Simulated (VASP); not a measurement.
MoI:

```
Mo I
1.0
     0.00000    3.17885    3.17885
     3.17885    0.00000    3.17885
     3.17885    3.17885    0.00000
Mo I
1 1
Direct
  0.00000 0.00000 0.00000
  0.75000 0.75000 0.75000
```

The cell was built by a generator and needn't be a form met in nature.

```yaml
Program: VASP 6.6.1
Task: relaxation of cell and atoms
Functional: LDA
Potentials_or_basis: VASP PAW LDA potentials, release 64 (Mo_sv, I)
Cutoff: 600 eV
k_mesh: 5 × 5 × 5
Occupations: fermi-dirac, width 0.05 eV
Spin: spin-orbit coupling, no magnetisation
```

At the start: pressure -11.3 GPa; volume 32.12 Å³/atom.

Question: How do energy, volume and symmetry change on relaxing?

Answer: Over 7 steps the energy falls by 240.4 meV/atom and the volume is 26.52 Å³/atom (-17.4 %); space group F-43m (No. 216, to 0.05 Å).

The path:
| step | energy change (eV) | largest force (eV/Å) | pressure (GPa) | volume (Å³) |
| --- | --- | --- | --- | --- |
| 1 | 0.0000 | 0.0000 | -11.31 | 64.25 |
| 2 | -0.0362 | 0.0000 | 21.57 | 45.39 |
| 3 | -0.4803 | 0.0000 | -0.49 | 53.31 |
| 4 | -0.4807 | 0.0000 | -0.10 | 53.10 |
| 5 | -0.4806 | 0.0000 | 0.27 | 52.89 |
| 6 | -0.4806 | 0.0000 | -0.26 | 53.20 |
| 7 | -0.4807 | 0.0000 | -0.01 | 53.04 |

Final structure:
```
Mo I
1.0
     0.00000    2.98220    2.98220
     2.98220    0.00000    2.98220
     2.98220    2.98220    0.00000
Mo I
1 1
Cartesian
  0.0000 0.0000 0.0000
  4.4733 4.4733 4.4733
```

Caveat: the volume moved by over 15 % at a fixed basis, so the end points are rough.
